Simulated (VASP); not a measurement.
Energy against volume of CuI (zinc blende). Level of theory: TPSS meta-GGA, VASP's PBE PAW potentials (set 64) (plane waves; VASP). Settings: 520 eV cut-off, 8×8×8 Γ-centred mesh, Gaussian smearing of 0.050 eV, potentials Cu I.

```
V (Å³/atom)  E (eV/atom)
-----------  -----------
26.094         -10.57163
26.927         -10.58363
27.759         -10.58817
28.592         -10.58642
```

Fit these four points and predict the energy of the run at 29.425 Å³/atom.

A cubic in V^(−2/3), the third-order Birch-Murnaghan form, passes through the four points with V0 = 27.92 Å³/atom and B0 = 39 GPa, and gives -10.5793 eV/atom there. The run gave -10.5795 eV/atom, -0.2 meV/atom from the fit; all five points give B0 = 39 GPa.

The compound is CuI in the zinc blende structure. It was relaxed first.
